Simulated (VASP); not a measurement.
**Sn$_{6}$Si$_{2}$ (ordered alloy cell): computed properties**

These are PBEsol GGA, VASP's PBE PAW potentials (set 64) (plane waves; VASP 6.6.1) values and carry that method's errors.

```
Quantity                                                                                 Value
----------------------------------  ----------------------------------------------------------
space group                                                                         R-3m (166)
cell                                a = b = 8.889 Å, c = 10.759 Å, α = β = 90.00°, γ = 120.00°
volume per atom                                                                 30.68 Å^3/atom
band gap (over mesh and band path)                    none (metal, semimetal or under 0.01 eV)
density                                                                             5.20 g/cm³
```

```xyz
8
Lattice="6.2610 -0.0246 -0.0246 -0.0246 6.2610 -0.0246 -0.0246 -0.0246 6.2610" Properties=species:S:1:pos:R:3 pbc="T T T"
Sn     0.0151     6.1570     6.1570
Sn     1.4885     1.6323     1.6323
Sn     3.0142     3.1580     6.1570
Sn     4.7505     4.6067     1.6077
Sn     3.0142     6.1570     3.1580
Sn     4.7505     1.6077     4.6067
Si     0.0467     3.1895     3.1895
Si     1.4570     4.5998     4.5998
```

Unless said otherwise, spin-orbit coupling is left out, though it shifts the bands of the heavy elements here.

The structure was generated: Sn6Si2 was put into an ordered model structure (R-3m), which need not be its known phase. It was relaxed first. Symmetry was kept, so distortions that lower it aren't found.
